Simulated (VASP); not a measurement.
VASP ran on this input.

### INCAR
```
SYSTEM = Ge2Mo
PREC = Accurate; ENCUT = 400; LREAL = .FALSE.
LASPH = .TRUE.
EDIFF = 1E-7; NELM = 100; ALGO = Normal
LMAXMIX = 4
ISMEAR = -5
ISIF = 2
LWAVE = .FALSE.; LCHARG = .TRUE.; LORBIT = 11
NEDOS = 601
```

**POSCAR**
```
Ge2Mo
1
   -1.6379197479     1.6379197479     4.0668377698
    1.6379197479    -1.6379197479     4.0668377698
    1.6379197479     1.6379197479    -4.0668377698
Ge Mo
2 1
Direct
  0.6620745509   0.6620745509   0.0000000000
  0.3379254491   0.3379254491   0.0000000000
  0.0000000000   0.0000000000   0.0000000000
```

**KPOINTS**
```
Automatic mesh
0
Gamma
15 15 15
0 0 0
```

POTCAR, in this order: Ge_d Mo_sv (LDA.64 set). Program: vasp_std.

### Question
Translate this LDA calculation to Ansatz.

### Answer
One equivalent input (not run):
Ansatz 0.2 input:
```yaml
crystal:
  lattice:
    - [-1.6379197, 1.6379197, 4.0668378]
    - [1.6379197, -1.6379197, 4.0668378]
    - [1.6379197, 1.6379197, -4.0668378]
  atoms:
    - { symbol: Ge, position: [0.6620746, 0.6620746, 0.0000000] }
    - { symbol: Ge, position: [0.3379254, 0.3379254, 0.0000000] }
    - { symbol: Mo, position: [0.0000000, 0.0000000, 0.0000000] }
kpoints:
  mp_grid: { grid: [15, 15, 15] }
hamiltonian:
  xc: lda
  pseudopotentials: { kind: paw }
scf:
  occupations: { method: tetrahedron }
  max_iter: 100
output: { forces: true, stress: true, eigenvalues: true }
```
The two are equivalent in intent, not identical: each code has its own PAW files, so the cut-off isn't converted (ENCUT is set for VASP's; basis.ecutwfc is left out, and Ansatz then takes the one that its files recommend); Ansatz stops its SCF on the density residual and VASP on the energy change (EDIFF); Ansatz's lda is the Perdew-Wang form, while the LDA potentials of VASP carry Perdew-Zunger's.

The structure comes from a computed database's Ge2Mo entry (I4/mmm); how it stands against other phases isn't given here. It was relaxed first.
